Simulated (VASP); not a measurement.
Input:

```xyz
4
Lattice="3.3814 0.0000 0.0000 0.0000 3.3814 0.0000 0.0000 0.0000 3.3814" Properties=species:S:1:pos:R:3 pbc="T T T"
Si     0.0000     0.0000     0.0000
Ni     0.0000     1.6907     1.6907
Ni     1.6907     0.0000     1.6907
Ni     1.6907     1.6907     0.0000
```

Method: PBE GGA, VASP's PBE PAW potentials (set 64) (plane waves; VASP). Run with 500 eV cut-off, 9×9×9 Γ-centred mesh, first-order Methfessel-Paxton smearing of 0.10 eV, potentials Si Ni.

Energy and stress use the plane-wave basis of the starting cell.

### Question
The ions, cell shape and volume at an external pressure of 45.0 GPa are relaxed. Give the cell that the relaxation ends in.

### Answer

```xyz
4
Lattice="3.3365 0.0000 0.0000 0.0000 3.3365 0.0000 0.0000 0.0000 3.3365" Properties=species:S:1:pos:R:3 pbc="T T T"
Si     0.0000     0.0000     0.0000
Ni     0.0000     1.6683     1.6683
Ni     1.6683     0.0000     1.6683
Ni     1.6683     1.6683     0.0000
```
Space group Pm-3m (221), at a tolerance of 0.03 Å.

### Question
How do energy and volume change from the first to the last step?

### Answer
The energy (σ→0) changes by +87.8 meV/atom and the volume by -3.9 %, in 4 ionic steps.

The compound is Ni3Si in the L1_2 structure. This run relaxes it under an external pressure of 45 GPa. Symmetry was kept, so distortions that lower it aren't found. The run is not spin-polarised, so no magnetic state was tried.
